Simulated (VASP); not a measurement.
A VASP calculation is set up with these files.

**INCAR**
```
# general
SYSTEM =GaP
PREC   =Accurate
ENCUT  =500
LREAL  =.FALSE.
LASPH  =.TRUE.

# electronic loop
EDIFF  =1E-6
NELM   =100
ALGO   =Normal
LMAXMIX=4

# smearing
ISMEAR =1
SIGMA  =0.1

# functional
GGA    =PS

# ions
IBRION =2
NSW    =40
ISIF   =3
EDIFFG =-0.02
PSTRESS=100

# output
LWAVE  =.FALSE.
LCHARG =.FALSE.
```

File KPOINTS:
```
K-points
0
gamma
  13 13 13
```

**POSCAR**
```
GaP
1
   -0.0000000000     2.4766226469     2.4766226469
    2.4766226469    -0.0000000000     2.4766226469
    2.4766226469     2.4766226469    -0.0000000000
Ga P
1 1
Direct
  0.0000000000   0.0000000000   0.0000000000
  0.5000000000   0.5000000000   0.5000000000
```

POTCAR, in this order: Ga_d P (PBE.64 set). Program: vasp_std.

Q: Write an equivalent input for Quantum ESPRESSO's pw.x.

A: One equivalent input (not run):
```
&CONTROL
  calculation = 'vc-relax'
  pseudo_dir = './pseudo'
  outdir = './out'
  tprnfor = .true.
  tstress = .true.
  nstep = 40
  forc_conv_thr = 0.00078
/
&SYSTEM
  ibrav = 0
  nat = 2
  ntyp = 2
  ecutwfc = 80
  occupations = 'smearing'
  smearing = 'methfessel-paxton'
  degauss = 0.00735
  input_dft = 'pbesol'
/
&ELECTRONS
  conv_thr = 7.3e-08
  electron_maxstep = 100
/
&IONS
/
&CELL
  press = 100
/
ATOMIC_SPECIES
  Ga 69.723 Ga.upf
  P 30.974 P.upf
CELL_PARAMETERS angstrom
    -0.0000000    2.4766226    2.4766226
     2.4766226   -0.0000000    2.4766226
     2.4766226    2.4766226   -0.0000000
ATOMIC_POSITIONS crystal
  Ga   0.0000000  0.0000000  0.0000000
  P    0.5000000  0.5000000  0.5000000
K_POINTS automatic
  13 13 13 0 0 0
```
Limits of the translation: the potentials are each code's own (VASP's PAW set, PseudoDojo norm-conserving files in pw.x), so ENCUT and ecutwfc are chosen apart and not converted; conv_thr bounds pw.x's estimated SCF error, while EDIFF bounds the energy change between steps; forc_conv_thr acts on force components and is met together with etot_conv_thr.

The structure was generated: GaP was put into the rock salt type (Fm-3m), which need not be its known phase. It was relaxed first under an external pressure of 10 GPa.
